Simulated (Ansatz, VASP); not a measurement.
## TiClO (TiClO monolayer): VASP beside Ansatz

Aim: how closely do two programs agree when they are given the same cell, functional and k mesh? The cell is taken from a series of runs on this material, whose earlier steps may have relaxed, scaled, displaced or heated it; both programs get it as it stands.

Main program and level: Ansatz 0.2.0; plane waves, with VASP 6.6.1 beside it; single point at PBEsol, DFT+U.

### Step 1. Set-up

The cell holds 12 atoms: 4 Ti, 4 Cl and 4 O. Its edges and angles: a = 3.380 Å, b = 7.580 Å, c = 20.139 Å, α = 90.0°, β = 90.0°, γ = 90.0°. It derives from TiClO. One layer cut from the bulk crystal, unrelaxed. Vacuum lies along c.

### Step 2. Ansatz: single point, PBEsol, DFT+U, pair 1

Ansatz runs on its default PAW (the set named soft_2) files.

A single point gives forces, pressure and levels at one fixed geometry, so differences don't come from the geometry; what else differs is listed under the comparison.

Input file input.yaml:

```yaml
crystal:
  lattice:
    - [3.38, 0.0, 0.0]
    - [0.0, 7.58, 0.0]
    - [0.0, 0.0, 20.1392]
  atoms:
    - { symbol: Ti, position: [0.0, 0.25, 0.548644], spin: 1.0 }
    - { symbol: Ti, position: [0.0, 0.75, 0.548644], spin: 1.0 }
    - { symbol: Ti, position: [0.5, 0.0, 0.451356], spin: 1.0 }
    - { symbol: Ti, position: [0.5, 0.5, 0.451356], spin: 1.0 }
    - { symbol: Cl, position: [0.5, 0.25, 0.627592] }
    - { symbol: Cl, position: [0.5, 0.75, 0.627592] }
    - { symbol: O, position: [0.5, 0.25, 0.474083] }
    - { symbol: O, position: [0.5, 0.75, 0.474083] }
    - { symbol: O, position: [0.0, 0.0, 0.525917] }
    - { symbol: O, position: [0.0, 0.5, 0.525917] }
    - { symbol: Cl, position: [0.0, 0.0, 0.372408] }
    - { symbol: Cl, position: [0.0, 0.5, 0.372408] }
magnetization:
  spin_polarized: true
kpoints:
  mp_grid: { grid: [8, 4, 1] }
hamiltonian:
  xc: pbesol
  hubbard:
    sites:
      - { species: Ti, l: d, u_eff: 2.1 }
      - { site: 0, l: d, u_eff: 2.1, starting_ns: [{ spin: up, occupation_matrix: ti1_major }, { spin: down, occupation_matrix: ti1_minor }] }
      - { site: 1, l: d, u_eff: 2.1, starting_ns: [{ spin: up, occupation_matrix: ti1_major }, { spin: down, occupation_matrix: ti1_minor }] }
      - { site: 2, l: d, u_eff: 2.1, starting_ns: [{ spin: up, occupation_matrix: ti2_major }, { spin: down, occupation_matrix: ti2_minor }] }
      - { site: 3, l: d, u_eff: 2.1, starting_ns: [{ spin: up, occupation_matrix: ti2_major }, { spin: down, occupation_matrix: ti2_minor }] }
    projectors: ortho-atomic
    occupation_matrices:
      ti1_major:
        matrix:
          - [0.826, 0.0, 0.0, -0.295, 0.0]
          - [0.0, 0.216, 0.0, 0.0, 0.0]
          - [0.0, 0.0, 0.142, 0.0, 0.0]
          - [-0.295, 0.0, 0.0, 0.418, 0.0]
          - [0.0, 0.0, 0.0, 0.0, 0.127]
      ti1_minor:
        matrix:
          - [0.098, 0.0, 0.0, 0.066, 0.0]
          - [0.0, 0.197, 0.0, 0.0, 0.0]
          - [0.0, 0.0, 0.121, 0.0, 0.0]
          - [0.066, 0.0, 0.0, 0.2, 0.0]
          - [0.0, 0.0, 0.0, 0.0, 0.113]
      ti2_major:
        matrix:
          - [0.826, 0.0, 0.0, -0.295, 0.0]
          - [0.0, 0.216, 0.0, 0.0, 0.0]
          - [0.0, 0.0, 0.142, 0.0, 0.0]
          - [-0.295, 0.0, 0.0, 0.418, 0.0]
          - [0.0, 0.0, 0.0, 0.0, 0.127]
      ti2_minor:
        matrix:
          - [0.098, 0.0, 0.0, 0.066, 0.0]
          - [0.0, 0.197, 0.0, 0.0, 0.0]
          - [0.0, 0.0, 0.121, 0.0, 0.0]
          - [0.066, 0.0, 0.0, 0.2, 0.0]
          - [0.0, 0.0, 0.0, 0.0, 0.113]
scf:
  occupations: { method: fermi_dirac, width: 0.04 }
output:
  eigenvalues: true
```

Started as:

```sh
$ ansatz run input.yaml --threads 4 --pin off --max-ram 8192MiB --backend cpu --events-out ev --progress --plain --runs-dir out
```

Numbers of over 12 decimals in the logs are rounded to 6 here.

The program printed:

```text
Engine: ansatz 0.2.0, aarch64-unknown-linux-gnu
Pseudopotentials: kind: paw
Pseudopotential: Ti, paw, valence charge 12, recommended cutoff 420 eV (normal), Ti.paw.azcp
Pseudopotential: Cl, paw, valence charge 7, recommended cutoff 420 eV (normal), Cl.paw.azcp
Pseudopotential: O, paw, valence charge 6, recommended cutoff 420 eV (normal), O.paw.azcp
Functional definition: PBEsol
  exchange = pbesol_x
  correlation = pbesol_c
Crystal: 12 atoms, lattice volume = 515.974 Å³
Basis set: ecut = 420 eV, 10097 PW (Γ)
Bands: 64, of which v1, the nominal top of the filled ones, is band 50 counted from 1 (49 counted from 0)
Symmetry: 16 space group operations
Space group: Pmmn (ITA 59), of the structure as read, at distance tolerance 8.0e-5 Å
Magnetic group: BNS 59.405 (UNI 503), of the structure as read, at distance tolerance 8.0e-5 Å
k-points: 15 of 32
Non-local potential: Ti, projectors of the file, l = 0: 3, l = 1: 2, l = 2: 3, l = 3: 1
Non-local potential: Cl, projectors of the file, l = 0: 2, l = 1: 2, l = 2: 2
Non-local potential: O, projectors of the file, l = 0: 2, l = 1: 2, l = 2: 1
PAW form: soft (Blöchl's): semilocal exchange-correlation on the pseudo side does not see the compensation charge
PAW frozen core: Ti, regenerated for the run's functional, and the local potential with it (the file was generated under x = pbe(κ = 0.804, μ = 0.219515), c = pbe(β = 0.066725))
PAW frozen core: Cl, regenerated for the run's functional, and the local potential with it (the file was generated under x = pbe(κ = 0.804, μ = 0.219515), c = pbe(β = 0.066725))
PAW frozen core: O, regenerated for the run's functional, and the local potential with it (the file was generated under x = pbe(κ = 0.804, μ = 0.219515), c = pbe(β = 0.066725))
PAW one-centre angular grid: Ti, 590 points (default); XC on 64 Gauss nodes
PAW one-centre angular grid: Cl, 110 points (default); XC on 64 Gauss nodes
PAW one-centre angular grid: O, 110 points (default); XC on 64 Gauss nodes
Initial density: superposition of atomic densities (neutral atoms: chi_scale 0, normalization atom)
Starting moments: Σ|m| = 4 μB on 4 of 12 sites
Initial wavefunctions: pseudopotential atomic-orbital guess
Functional: x = pbesol(κ = 0.804, μ = 0.123457), c = pbesol(β = 0.046)
SCF iter   1: F=—  HF=-16401.524363 eV  |F-HF|=—  |Δ(HF+E_count)|=         —  Δρ=4.43e-2 (↑4.43e-2 ↓3.65e-2)  dr2=3.27e1  dr2_m=8.38e-1  M=4.000 μB ∫|m|=4.178 μB  β_m=0.30  ethr=3.10e-3  ⟨swp⟩=7.9  Hψ=8340  notcnv=0
preconditioner: auto → Resta (q_TF=auto, 2.075 Å⁻¹)  ε∞=2.7  [insulator: Δε(μ)=0.487 eV  Ē_g=9.642 eV  σ=0.040 eV  W_gap=0.99  n_scr=78 (ndim 8)  ℏωp=12.7 eV  f_vac=0.602  D(μ)=0.03/eV (n_scr^D=0)  ε∞_Penn≈2.7  vacuum switching on, ρ_ref=6.7e-3 e/Å³]
spin=Collinear: Resta preconditioning applied to the charge; magnetization (m = ρ↑ − ρ↓) channel mixes plain (no charge-response kernel on spin).
SCF iter   2: F=—  HF=-16394.005083 eV  |F-HF|=—  |Δ(HF+E_count)|=    7.52e0  Δρ=1.96e-2 (↑1.96e-2 ↓1.18e-2)  dr2=3.40e0  dr2_m=4.34e-1  M=4.000 μB ∫|m|=4.248 μB  β_m=0.30  ethr=3.10e-3  ⟨swp⟩=3.5  Hψ=4879  notcnv=0  defer=169
SCF iter   3: F=—  HF=-16393.566697 eV  |F-HF|=—  |Δ(HF+E_count)|=   4.38e-1  Δρ=1.32e-2 (↑1.32e-2 ↓8.50e-3)  dr2=7.59e-1  dr2_m=2.26e-1  M=4.000 μB ∫|m|=4.290 μB  β_m=0.30  ethr=3.10e-3  ⟨swp⟩=2.2  Hψ=3240  notcnv=0  defer=209
SCF iter   4: F=—  HF=-16393.550604 eV  |F-HF|=—  |Δ(HF+E_count)|=   1.61e-2  Δρ=6.17e-3 (↑6.17e-3 ↓4.99e-3)  dr2=1.48e-1  dr2_m=1.19e-1  M=4.000 μB ∫|m|=4.288 μB  β_m=0.30  ethr=7.59e-4  ⟨swp⟩=2.9  Hψ=2817  notcnv=0  defer=209
SCF iter   5: F=—  HF=-16393.627506 eV  |F-HF|=—  |Δ(HF+E_count)|=   7.69e-2  Δρ=4.40e-3 (↑3.85e-3 ↓4.40e-3)  dr2=7.86e-2  dr2_m=6.27e-2  M=4.000 μB ∫|m|=4.313 μB  β_m=1.00  ethr=1.48e-4  ⟨swp⟩=3.6  Hψ=3587  notcnv=0  defer=213
SCF iter   6: F=—  HF=-16393.677182 eV  |F-HF|=—  |Δ(HF+E_count)|=   4.97e-2  Δρ=6.25e-4 (↑5.83e-4 ↓6.25e-4)  dr2=3.71e-3  dr2_m=5.85e-4  M=4.000 μB ∫|m|=4.336 μB  β_m=0.30  ethr=7.86e-5  ⟨swp⟩=2.5  Hψ=3649  notcnv=0  defer=207
SCF iter   7: F=—  HF=-16393.690105 eV  |F-HF|=—  |Δ(HF+E_count)|=   1.29e-2  Δρ=5.06e-4 (↑3.47e-4 ↓5.06e-4)  dr2=2.51e-3  dr2_m=3.22e-4  M=4.000 μB ∫|m|=4.337 μB  β_m=0.30  ethr=3.71e-6  ⟨swp⟩=2.8  Hψ=3160  notcnv=0  defer=207
Mixer restart at iter 7: flushing history
spin-set hold released at iteration 7 (site moments contracting): the magnetisation degrees of freedom join the quasi-Newton model from the next iteration; the mixer history was flushed
SCF iter   8: F=—  HF=-16393.695338 eV  |F-HF|=—  |Δ(HF+E_count)|=   5.23e-3  Δρ=2.93e-4 (↑2.04e-4 ↓2.93e-4)  dr2=2.15e-4  dr2_m=1.98e-4  M=4.000 μB ∫|m|=4.335 μB  β_m=0.56  ethr=2.51e-6  ⟨swp⟩=2.0  Hψ=2634  notcnv=0  defer=207
SCF iter   9: F=—  HF=-16393.701383 eV  |F-HF|=—  |Δ(HF+E_count)|=   6.05e-3  Δρ=3.50e-4 (↑3.33e-4 ↓3.50e-4)  dr2=2.16e-3  dr2_m=1.96e-5  M=4.000 μB ∫|m|=4.335 μB  β_m=0.49  ethr=2.15e-7  ⟨swp⟩=3.0  Hψ=3927  notcnv=0  defer=207
SCF iter  10: F=—  HF=-16393.701185 eV  |F-HF|=—  |Δ(HF+E_count)|=   1.98e-4  Δρ=3.57e-5 (↑3.57e-5 ↓2.65e-5)  dr2=3.49e-6  dr2_m=3.70e-6  M=4.000 μB ∫|m|=4.333 μB  β_m=0.72  ethr=2.15e-7  ⟨swp⟩=3.0  Hψ=3392  notcnv=0  defer=207
SCF iter  11: F=—  HF=-16393.701435 eV  |F-HF|=—  |Δ(HF+E_count)|=   2.50e-4  Δρ=1.15e-5 (↑1.15e-5 ↓8.57e-6)  dr2=9.04e-7  dr2_m=3.40e-7  M=4.000 μB ∫|m|=4.332 μB  β_m=0.86  ethr=3.49e-9  ⟨swp⟩=2.3  Hψ=3172  notcnv=0  defer=207
SCF iter  12: F=—  HF=-16393.701436 eV  |F-HF|=—  |Δ(HF+E_count)|=   1.43e-6  Δρ=4.78e-6 (↑4.78e-6 ↓3.89e-6)  dr2=5.76e-7  dr2_m=1.90e-8  M=4.000 μB ∫|m|=4.331 μB  β_m=0.72  ethr=9.04e-10  ⟨swp⟩=2.0  Hψ=3153  notcnv=0  defer=207
SCF iter  13: F=-16393.701436 eV  HF=-16393.701436 eV  |F-HF|=8.17e-9  |Δ(HF+E_count)|=   7.75e-8  Δρ=1.33e-6 (↑1.33e-6 ↓1.09e-6)  dr2=1.28e-8  dr2_m=5.26e-9  M=4.000 μB ∫|m|=4.331 μB  ethr=1.00e-10  ⟨swp⟩=11.3  Hψ=8385  notcnv=0
SCF 1 converged in 13 iterations: F = -16393.701436 eV  dr2 = 1.28e-8
  greatest PAW one-centre occupation: 0.999 electrons in one spin orbital (limit 2), on the Ti atom at site 3 (counted from 0), in its partial waves of l = 0
SCF converged after 13 iterations
Magnetization: 4.0000 μB (52.0000 up, 48.0000 down)
Absolute magnetization: 4.3009 μB (∫|ρ↑−ρ↓|, with the PAW one-centre terms)
Spin contamination: 0.0128 ħ² per cell (⟨S²⟩ above its minimum at these occupations)
Per-site moments (μB) at R_I (Å): [(0.671974, 0.804165), (0.671974, 0.804165), (0.671974, 0.804165), (0.671974, 0.804165), (0.00361647, 0.957146), (0.00361647, 0.957146), (-0.018381, 0.804165), (-0.018381, 0.804165), (-0.018381, 0.804165), (-0.018381, 0.804165), (0.00361647, 0.957146), (0.00361647, 0.957146)]
Free energy (F): -16393.701436 eV
Harris-Foulkes:  -16393.701436 eV  (|F-HF|=8.17e-9)
Internal energy: -16393.701434 eV  (E = F + TS)
E sigma→0 (E₀):  -16393.701435 eV
Entropy (-TS):   -0.000002 eV (-0.000 meV/atom)
Fermi energy:    0.201605 eV
--- Per-component energies (eV) ---
  E_band       = -1795.895900
  E_kinetic    = 2436.904257
  E_local      = -68875.493440  (includes V_loc(G=0)·N_el)
  E_nonlocal   = 344.636107
  E_hartree    = 33228.315973
  E_xc         = -1104.394859
  E_vxc        = -1348.398475  (∫ρ·V_xc dr)
  E_hubbard    = 5.121777  (on-site DFT+U / exact-exchange correction)
  E_vhub       = -0.078201  (the Hubbard potential's part of the band-sum identity)
  E_paw        = -7265.450485  (= ΣΔE_a)
  E_vpaw       = -810.090652  (= ΣTr[D̂ρ^β])
  E_aug_tail   = 0.010805  (compensation charges beyond the density's cutoff)
  E_ewald      = 24835.636014
  E_core_change = 1.012417  (= ΣΔE_core)
  E_smearing   = -0.000002  (= −TS)
  E_closure    = 0.000000  (closes the sum)
  Σ components = -16393.701436   (vs F -16393.701436, Δ=0.00e0)
--- Specified on-site occupations, and those of the state reported ---
  electrons in the specified blocks: 9.8320 specified, 9.8302 found
  site 0 (l=d) ↓: largest change of an orbital's occupation 0.0004; electrons 0.7290 specified, 0.7292 found; spectral distance 0.0006
  site 2 (l=d) ↓: largest change of an orbital's occupation 0.0004; electrons 0.7290 specified, 0.7292 found; spectral distance 0.0006
  site 1 (l=d) ↓: largest change of an orbital's occupation 0.0004; electrons 0.7290 specified, 0.7292 found; spectral distance 0.0006
  site 3 (l=d) ↓: largest change of an orbital's occupation 0.0004; electrons 0.7290 specified, 0.7292 found; spectral distance 0.0006
  site 0 (l=d) ↑: largest change of an orbital's occupation 0.0003; electrons 1.7290 specified, 1.7283 found; spectral distance 0.0005
  site 1 (l=d) ↑: largest change of an orbital's occupation 0.0003; electrons 1.7290 specified, 1.7283 found; spectral distance 0.0005
  site 3 (l=d) ↑: largest change of an orbital's occupation 0.0003; electrons 1.7290 specified, 1.7283 found; spectral distance 0.0005
  site 2 (l=d) ↑: largest change of an orbital's occupation 0.0003; electrons 1.7290 specified, 1.7283 found; spectral distance 0.0005
--- Band table (eV; the first three rows and the last of 30) ---
  k-point 0 ↑: bands = [... 46 lower, -3.4692, -3.0517, -1.2438, -1.2438, -1.1981, -1.0288, 0.6194, 1.4430, ... 10 higher]
  k-point 1 ↑: bands = [... 46 lower, -3.2837, -3.2231, -1.2180, -1.1889, -1.1554, -1.0498, 0.8770, 1.5115, ... 10 higher]
  k-point 2 ↑: bands = [... 46 lower, -3.2600, -3.2600, -1.1388, -1.1388, -1.1099, -1.1099, 1.4146, 1.4146, ... 10 higher]
  k-point 14 ↓: bands = [... 46 lower, -3.4163, -3.4163, 1.6115, 1.6115, 1.6115, 1.6115, 2.0782, 2.0782, ... 10 higher]
Occupation matrices written to <dir>
```

(Continued in part 2 of 3.)

[Lines on the potential files, build, host, timing and source positions are cut from VASP's logs without a mark.]

[Logs are printed without paths, hosts, clocks, repeated set-up lines and the standing remarks that a program may print on its own settings, such as how far it seeks lower states.]

[Hosts, paths, dates, database ids (printed as entryN), source tags and the programs' standing remarks are cut or masked in the printed files.]
